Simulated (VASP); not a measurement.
# In3Se (Pm-3m) in VASP: notebook

One crystal, In3Se, is run at these levels: PBEsol, LDA, PBE; tasks: single point.

Program: VASP 6.6.1. These are calculated values, not measurements. Logs are shortened: lines on timing, memory, paths and dates and some standing lists are left out, and cuts for length are marked.

## 1. The cell of the first run

It takes space group Pm-3m (No. 221, cubic). Conventional cell: a = 4.775 Å, b = 4.775 Å, c = 4.775 Å, α = 90.00°, β = 90.00°, γ = 90.00°. Around In (site symmetry 4/mmm) lie 8 In at 3.38 Å and 4 Se at 3.38 Å. Se (site symmetry m-3m) is surrounded by 12 In at 3.38 Å.

The cell comes from a database or a generator and needn't be the stable form of this composition.

## 2. Single point, PBEsol (strained and moved within the space group)

File INCAR:

```
ALGO = Fast ; EDIFF = 1E-7
ENCUT = 520 ; GGA = PS
ISIF = 2 ; ISMEAR = 0
LASPH = True ; LCHARG = False
LREAL = False ; LWAVE = False
NBANDS = 30 ; NELM = 100
PREC = Accurate ; SIGMA = 0.1
```

File KPOINTS:

```
k-points
0
Gamma
  10 10 10
```

File POSCAR:

```
In3Se
1.0
    4.7748874144      0.0000000000      0.0000000000
    0.0000000000      4.7748874144      0.0000000000
    0.0000000000      0.0000000000      4.7748874144
In Se
3 1
Direct
    0.0000000000      0.5000000000      0.5000000000
    0.5000000000      0.0000000000      0.5000000000
    0.5000000000      0.5000000000      0.0000000000
    0.0000000000      0.0000000000      0.0000000000
```

Potentials or basis: VASP PAW PBE potentials, release 64 (In_d, Se).

Launch:

```bash
cat potpaw_PBE.64/In_d/POTCAR potpaw_PBE.64/Se/POTCAR > POTCAR
mpirun -np 1 vasp_std > vasp.out
```

OUTCAR:

```text
EDIFF = 1E-7
   ENCUT = 520
   GGA = PS
   ISIF = 2
   ISMEAR = 0
   LASPH = True
   LREAL = False
   NELM = 100
   PREC = Accurate

 ion  position               nearest neighbor table
   1  0.000  0.500  0.500-   2 3.38   3 3.38   4 3.38   3 3.38   4 3.38   2 3.38   4 3.38   4 3.38
                             2 3.38   3 3.38   3 3.38   2 3.38
   2  0.500  0.000  0.500-   1 3.38   3 3.38   4 3.38   3 3.38   4 3.38   1 3.38   3 3.38   3 3.38
                             1 3.38   4 3.38   4 3.38   1 3.38
   3  0.500  0.500  0.000-   1 3.38   2 3.38   4 3.38   1 3.38   2 3.38   2 3.38   4 3.38   2 3.38
                             1 3.38   4 3.38   1 3.38   4 3.38
   4  0.000  0.000  0.000-   1 3.38   2 3.38   3 3.38   1 3.38   2 3.38   1 3.38   3 3.38   1 3.38
                             2 3.38   3 3.38   2 3.38   3 3.38

  LATTYP: Found a simple cubic cell.
 ALAT       =     4.7748874144

  Lattice vectors:

 A1 = (   4.7748874144,   0.0000000000,   0.0000000000)
 A2 = (   0.0000000000,   4.7748874144,   0.0000000000)
 A3 = (   0.0000000000,   0.0000000000,   4.7748874144)

Analysis of symmetry for initial positions (statically):
=====================================================================
 Subroutine PRICEL returns:
 Original cell was already a primitive cell.

 Routine SETGRP: Setting up the symmetry group for a
 simple cubic supercell.

 Subroutine GETGRP returns: Found 48 space group operations
 (whereof 48 operations were pure point group operations)
 out of a pool of 48 trial point group operations.

The static configuration has the point symmetry O_h .

Analysis of symmetry for dynamics (positions and initial velocities):
=====================================================================
 Subroutine PRICEL returns:
 Original cell was already a primitive cell.

 Routine SETGRP: Setting up the symmetry group for a
 simple cubic supercell.

 Subroutine GETGRP returns: Found 48 space group operations
 (whereof 48 operations were pure point group operations)
 out of a pool of 48 trial point group operations.

The dynamic configuration has the point symmetry O_h .

 Subroutine INISYM returns: Found 48 space group operations
 (whereof 48 operations are pure point group operations),
 and found     1 'primitive' translations

----------------------------------------------------------------------------------------

                                     Primitive cell

  volume of cell :     108.8653

  direct lattice vectors                    reciprocal lattice vectors
     4.774887414  0.000000000  0.000000000     0.209429022  0.000000000  0.000000000
     0.000000000  4.774887414  0.000000000     0.000000000  0.209429022  0.000000000
     0.000000000  0.000000000  4.774887414     0.000000000  0.000000000  0.209429022

  length of vectors
     4.774887414  4.774887414  4.774887414     0.209429022  0.209429022  0.209429022

  position of ions in fractional coordinates (direct lattice)
     0.000000000  0.500000000  0.500000000
     0.500000000  0.000000000  0.500000000
     0.500000000  0.500000000  0.000000000
     0.000000000  0.000000000  0.000000000

  ion indices of the primitive-cell ions
   primitive index   ion index
                 1           1
                 2           2
                 3           3
                 4           4

----------------------------------------------------------------------------------------

 KPOINTS: k-points

Automatic generation of k-mesh.
 Grid dimensions read from file:
 generate k-points for:   10   10   10

 Generating k-lattice:

  Cartesian coordinates                     Fractional coordinates (reciprocal lattice)
     0.020942902  0.000000000  0.000000000     0.100000000  0.000000000  0.000000000
     0.000000000  0.020942902  0.000000000     0.000000000  0.100000000  0.000000000
     0.000000000  0.000000000  0.020942902     0.000000000  0.000000000  0.100000000

  Length of vectors
     0.020942902  0.020942902  0.020942902

  Shift w.r.t. Gamma in fractional coordinates (k-lattice)
     0.000000000  0.000000000  0.000000000

 Subroutine IBZKPT returns following result:
 ===========================================

 Found     56 irreducible k-points:

 Following reciprocal coordinates:
            Coordinates               Weight
  0.000000  0.000000  0.000000      1.000000
  0.100000  0.000000  0.000000      6.000000
  0.200000  0.000000  0.000000      6.000000
  0.300000  0.000000  0.000000      6.000000
  0.400000  0.000000  0.000000      6.000000
  0.500000  0.000000  0.000000      3.000000
[... 16 lines left out ...]
  0.200000  0.100000  0.100000     24.000000
  0.300000  0.100000  0.100000     24.000000
 [... further k-points ...]
   k-points           NKPTS =     56   k-points in BZ     NKDIM =     56   number of bands    NBANDS=     30
   number of dos      NEDOS =    301   number of ions     NIONS =      4
   total plane-waves  NPLWV =  46656
   dimension x,y,z NGX =    36 NGY =   36 NGZ =   36
   dimension x,y,z NGXF=    72 NGYF=   72 NGZF=   72
   ions per type =               3   1
   NGX,Y,Z   is equivalent  to a cutoff of  12.53, 12.53, 12.53 a.u.
   NGXF,Y,Z  is equivalent  to a cutoff of  25.07, 25.07, 25.07 a.u.
 SYSTEM =  unknown system
   PREC   = accura    normal or accurate (medium, high low for compatibility)
   ISTART =      0    job   : 0-new  1-cont  2-samecut
   ICHARG =      2    charge: 1-file 2-atom 10-const
   ISPIN  =      1    spin polarized calculation?
   LNONCOLLINEAR =      F non collinear calculations
   LSORBIT =      F    spin-orbit coupling
   LASPH  =      T    aspherical Exc in radial PAW
   ENCUT  =  520.0 eV  38.22 Ry    6.18 a.u.   8.88  8.88  8.88*2*pi/ulx,y,z
   NELM   =    100;   NELMIN=  2; NELMDL= -5     # of ELM steps
   EDIFF  = 0.1E-06   stopping-criterion for ELM
   LREAL  =      F    real-space projection
   EDIFFG = 0.1E-05   stopping-criterion for IOM
   NSW    =      0    number of steps for IOM
   IBRION =     -1    ionic relax: 0-MD 1-quasi-New 2-CG
   NFREE  =      0    steps in history (QN), initial steepest desc. (CG)
   ISIF   =      2    stress and relaxation
   ISYM   =      2    0-nonsym 1-usesym 2-fastsym
   POTIM  = 0.5000    time-step for ionic-motion
   TEBEG  =    0.0;   TEEND  =   0.0 temperature during run
   PSTRESS=    0.0 pullay stress
   NELECT =      45.0000    total number of electrons
   NUPDOWN=      -1.0000    fix difference up-down
   EMIN   =  10.00;   EMAX   =-10.00  energy-range for DOS
   EFERMI =   0.00;   METHOD = LEGACY
   ISMEAR =     0;   SIGMA  =   0.10  broadening in eV -4-tet -1-fermi 0-gaus
   EFERMI_NEDOS =   21; number of points for ismear=-14 and -15
   IALGO  =     68    algorithm
   IMIX   =      4    mixing-type and parameters
     AMIX     =   0.40;   BMIX     =  1.00
     AMIX_MAG =   1.60;   BMIX_MAG =  1.00
  volume/ion in A,a.u.               =      27.22       183.66
  Fermi-wavevector in a.u.,A,eV,Ry     =   1.219502  2.304525 20.234384  1.487185
  Thomas-Fermi vector in A             =   2.354752
   LORBIT       =      0    0 simple, 1 ext, 2 COOP (PROOUT), +10 PAW based schemes
   GGA     = PS    functional components
   LHFCALC =     F    Hartree Fock is set to
   AEXX    =    0.0000 exact exchange contribution
   IVDW    =     0    specifies the selected vdW correction
   LEPSILON=     F    determine dielectric tensor
   LRPA    =     F    only Hartree local field effects (RPA)
 non-spin polarized calculation
 RMM-DIIS sequential band-by-band and
 Gauss-broadening in eV      SIGMA  =   0.10
  energy-cutoff  :      520.00
  volume of cell :      108.87
 maximum number of plane-waves:      3016
 NGX is ok and might be reduce to    36
   NGX = 17   NGY = 17   NGZ = 17

 number of electron      45.0000042 magnetization

 Free energy of the ion-electron system (eV)
  ---------------------------------------------------
  ext. energy  EPLUGINS =         0.00000000
  ---------------------------------------------------
  free energy    TOTEN  =       -13.19006584 eV

  energy without entropy =      -13.18061560  energy(sigma->0) =      -13.18534072

 E-fermi :   5.9337     XC(G=0):  -9.9843

 val. band max:        5.9250539939   @ k =   0.5000   0.1000   0.0000
 cond. band min:       5.9368611239   @ k =   0.4000   0.3000   0.1000
 fundamental gap:      0.0118071300
 Fermi energy:         5.9337492174

 k-point     1 :       0.0000    0.0000    0.0000
  band No.  band energies     occupation
      1      -8.7348      2.00000
      2      -8.7238      2.00000
      3      -8.7238      2.00000
      4      -8.7238      2.00000
      5      -8.5960      2.00000
      6      -8.5960      2.00000
[... 22 lines left out ...]
     29      11.2716      0.00000
     30      12.8695      0.00000

 k-point     2 :       0.1000    0.0000    0.0000
  band No.  band energies     occupation
      1      -8.7256      2.00000
      2      -8.7221      2.00000
      3      -8.7144      2.00000
      4      -8.7144      2.00000
      5      -8.5948      2.00000
      6      -8.5898      2.00000
[... 22 lines left out ...]
     29      11.5487      0.00000
     30      12.9250      0.00000

 k-point     3 :       0.2000    0.0000    0.0000
  band No.  band energies     occupation
      1      -8.7176      2.00000
      2      -8.6997      2.00000
      3      -8.6870      2.00000
      4      -8.6870      2.00000
      5      -8.5915      2.00000
      6      -8.5720      2.00000
[... 22 lines left out ...]
     29      12.1833      0.00000
     30      13.0307      0.00000

 k-point     4 :       0.3000    0.0000    0.0000
  band No.  band energies     occupation
      1      -8.7117      2.00000
      2      -8.6618      2.00000
      3      -8.6438      2.00000
      4      -8.6438      2.00000
      5      -8.5867      2.00000
      6      -8.5461      2.00000
[... 22 lines left out ...]
     29      12.2346      0.00000
     30      12.7254      0.00000

 k-point     5 :       0.4000    0.0000    0.0000
  band No.  band energies     occupation
      1      -8.7067      2.00000
      2      -8.6232      2.00000
      3      -8.5898      2.00000
      4      -8.5898      2.00000
      5      -8.5789      2.00000
      6      -8.5184      2.00000
[... 22 lines left out ...]
     29      11.2231      0.00000
     30      12.1018      0.00000
[... 526 lines left out ...]
     29      10.7717      0.00000
     30      13.3384      0.00000

 k-point    22 :       0.1000    0.1000    0.1000
  band No.  band energies     occupation
      1      -8.7177      2.00000
      2      -8.7016      2.00000
      3      -8.7016      2.00000
      4      -8.7005      2.00000
      5      -8.5844      2.00000
      6      -8.5844      2.00000
[... 22 lines left out ...]
     29      11.8603      0.00000
     30      12.5939      0.00000

 k-point    23 :       0.2000    0.1000    0.1000
  band No.  band energies     occupation
      1      -8.7073      2.00000
      2      -8.6893      2.00000
      3      -8.6781      2.00000
      4      -8.6693      2.00000
      5      -8.5808      2.00000
      6      -8.5654      2.00000
[... 22 lines left out ...]
     29      11.6532      0.00000
     30      12.3895      0.00000

 k-point    24 :       0.3000    0.1000    0.1000
  band No.  band energies     occupation
      1      -8.6978      2.00000
      2      -8.6612      2.00000
      3      -8.6410      2.00000
      4      -8.6263      2.00000
      5      -8.5761      2.00000
      6      -8.5379      2.00000
[... 22 lines left out ...]
     29      10.8412      0.00000
     30      12.8324      0.00000

 [... further k-points ...]
[... 5 lines left out ...]
  --------------------------------------------------------------------------------------
  -------------------------------------------------------------------------------------
  Total       -1.6834807     -1.6834807     -1.6834807      0.0000000      0.0000000     -0.0000000
  in kB      -24.7758934    -24.7758934    -24.7758934      0.0000000      0.0000000     -0.0000000
  external PRESSURE =     -24.7758934 kB  Pullay stress =       0.0000000 kB

 VOLUME and BASIS-vectors are now :
 -----------------------------------------------------------------------------
  energy-cutoff  :      520.00
  volume of cell :      108.87
      direct lattice vectors                 reciprocal lattice vectors
     4.774887414  0.000000000  0.000000000     0.209429022  0.000000000  0.000000000
     0.000000000  4.774887414  0.000000000     0.000000000  0.209429022  0.000000000
     0.000000000  0.000000000  4.774887414     0.000000000  0.000000000  0.209429022

 POSITION                                       TOTAL-FORCE (eV/Angst)
 -----------------------------------------------------------------------------------
      0.00000      2.38744      2.38744         0.000000      0.000000      0.000000
      2.38744      0.00000      2.38744         0.000000      0.000000      0.000000
      2.38744      2.38744      0.00000         0.000000      0.000000      0.000000
      0.00000      0.00000      0.00000         0.000000      0.000000      0.000000
 -----------------------------------------------------------------------------------
    total drift:                                0.000000      0.000000      0.000000

  FREE ENERGIE OF THE ION-ELECTRON SYSTEM (eV)
  ---------------------------------------------------
  free  energy   TOTEN  =       -13.1900658363 eV

  energy  without entropy=      -13.1806156047  energy(sigma->0) =      -13.18534072
```

Wall time 2.4 min (1 thread of Intel Xeon Platinum 8488C (Sapphire Rapids), shared host); peak memory 0.3 GiB.

What came out:

```yaml
Free_energy: -13.1901 eV
Pressure: -2.5 GPa
Band_gap_on_the_k_mesh: none (metal or under the smearing width)
```

Caveat: the PAW data sets were made with another functional, which shifts forces and pressure a little.

## 3. Single point, PBEsol (In replaced by B, lengths x 0.809, strained and moved within the space group)

File INCAR:

```
SYSTEM = B3Se
PREC = Accurate
ENCUT = 520
EDIFF = 1E-7
ISMEAR = 0
SIGMA = 0.1
LREAL = .False.
LASPH = .True.
NELM = 100
ALGO = Normal
ISIF = 2
LWAVE = .False.
LCHARG = .False.
GGA = PS
NBANDS = 16
```

File KPOINTS:

```
regular mesh
0
Gamma
  6 6 6
  0 0 0
```

File POSCAR:

```
B3Se
1.0
    3.7806078007      0.0000000000      0.0000000000
    0.0000000000      3.7806078007      0.0000000000
    0.0000000000      0.0000000000      3.7806078007
B Se
3 1
Direct
    0.0000000000      0.5000000000      0.5000000000
    0.5000000000      0.0000000000      0.5000000000
    0.5000000000      0.5000000000      0.0000000000
    0.0000000000      0.0000000000      0.0000000000
```

Potentials or basis: VASP PAW PBE potentials, release 64 (B, Se).

Launch:

```bash
cat potpaw_PBE.64/B/POTCAR potpaw_PBE.64/Se/POTCAR > POTCAR
mpirun -np 1 vasp_std > vasp.out
```

Run time: 12 s. Hardware: 1 thread of Intel Xeon Platinum 8488C (Sapphire Rapids), shared host; peak memory 0.16 GiB.

It converged, with:

```yaml
Free_energy: -15.2949 eV
Pressure: -18.2 GPa
Band_gap_on_the_k_mesh: none (metal or under the smearing width)
```

Levels at points of the mesh, in eV from the Fermi level:
```tsv
k point	band 4	band 5	band 6	band 7	band 8	band 9	band 10	band 11	band 12	band 13
(0.00, 0.00, 0.00)	-4.84	-4.84	-2.69	-2.69	2.12	2.12	2.12	2.91	2.91	2.91
(0.50, 0.00, 0.00)	-3.38	-3.38	-1.58	-1.23	-1.23	-0.46	0.19	4.07	4.07	4.07
(0.50, 0.50, 0.00)	-7.02	-2.07	-1.02	0.12	0.12	0.60	0.60	1.32	1.32	5.37
(0.50, 0.50, 0.50)	-6.55	-5.26	-5.26	-5.26	-4.31	5.38	5.38	5.38	5.95	5.95
```

Caveat: so large a pressure means that the cell lies far from this level's equilibrium, or that cutoff or potentials fall short; the potentials were made for another functional, which shifts forces and pressure.

## 4. Single point, LDA (functional LDA, strained and moved within the space group)

File INCAR:

```
SYSTEM = In3Se
ALGO     = Fast           ! electronic algorithm
EDIFF    = 1E-6           ! SCF threshold, eV
ENCUT    = 520            ! plane-wave cutoff, eV
GGA      = CA             ! functional
ISIF     = 2              ! what is computed and relaxed
ISMEAR   = 0              ! smearing method
LASPH    = .TRUE.         ! aspherical terms in the spheres
LCHARG   = .TRUE.         ! write CHGCAR
LELF     = .TRUE.         ! ELF
LREAL    = .FALSE.        ! projectors in reciprocal space
LVHAR    = .TRUE.       
LWAVE    = .FALSE.        ! write WAVECAR
NBANDS   = 30             ! bands
NELM     = 100            ! most SCF steps
PREC     = Accurate       ! precision mode
SIGMA    = 0.1            ! smearing width, eV
```

File KPOINTS:

```
k-points
0
G
  10 10 10
  0 0 0
```

File POSCAR:

```
In3Se
1.0
    4.8898893809      0.0000000000      0.0000000000
    0.0000000000      4.8898893809      0.0000000000
    0.0000000000      0.0000000000      4.8898893809
In Se
3 1
Direct
    0.0000000000      0.5000000000      0.5000000000
    0.5000000000      0.0000000000      0.5000000000
    0.5000000000      0.5000000000      0.0000000000
    0.0000000000      0.0000000000      0.0000000000
```

Potentials or basis: VASP PAW LDA potentials, release 64 (In_d, Se).

Launch:

```bash
cat potpaw_LDA.64/In_d/POTCAR potpaw_LDA.64/Se/POTCAR > POTCAR
mpirun -np 1 vasp_std > vasp.out
```

Wall time 1.9 min (1 thread of Intel Xeon Platinum 8488C (Sapphire Rapids), shared host); peak memory 0.28 GiB.

The run converged. Its results:

```
Free energy            : -13.8439 eV
Pressure               : -5.4 GPa
Band gap on the k mesh : none (metal or under the smearing width)
```

Levels at points of the mesh, in eV from the Fermi level:
```tsv
k point	band 20	band 21	band 22	band 23	band 24	band 25
(0.00, 0.00, 0.00)	-2.95	-2.37	-2.37	1.14	1.14	1.14
(0.50, 0.00, 0.00)	-2.18	-1.92	-0.90	0.01	0.01	1.51
(0.50, 0.50, 0.00)	-1.72	-0.75	-0.72	-0.72	1.26	1.82
(0.50, 0.50, 0.50)	-3.79	-3.79	-3.79	-2.93	2.87	2.87
```

(Continued in part 2 of 2.)
